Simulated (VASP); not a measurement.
Here is the system:

```
CELL_PARAMETERS angstrom
      0.00000     3.23000     3.23000
      3.23000     0.00000     3.23000
      3.23000     3.23000     0.00000
ATOMIC_POSITIONS crystal
  Hg 0.00000 0.00000 0.00000
  Te 0.25000 0.25000 0.25000
```

All values below come from PBEsol GGA, VASP's PBE PAW potentials (set 64) (plane waves; VASP). Settings: 520 eV cut-off, 7×7×7 Γ-centred mesh, Gaussian smearing of 0.050 eV, potentials Hg Te.

Energy and stress use the plane-wave basis of the starting cell.

**Question.** The ions, cell shape and volume are relaxed. Predict the relaxed structure.

**Answer.** 
```
CELL_PARAMETERS angstrom
      0.00000     3.25829     3.25829
      3.25829     0.00000     3.25829
      3.25829     3.25829     0.00000
ATOMIC_POSITIONS crystal
  Hg 0.00000 0.00000 0.00000
  Te 0.25000 0.25000 0.25000
```
Space group F-43m (216), at a tolerance of 0.03 Å.

**Question.** How do energy and volume change from the first to the last step?

**Answer.** The energy (σ→0) changes by -3.2 meV/atom and the volume by +2.7 %, in 3 ionic steps.

The compound is HgTe in the zinc blende structure. This run relaxes it. Symmetry was kept, so distortions that lower it aren't found.
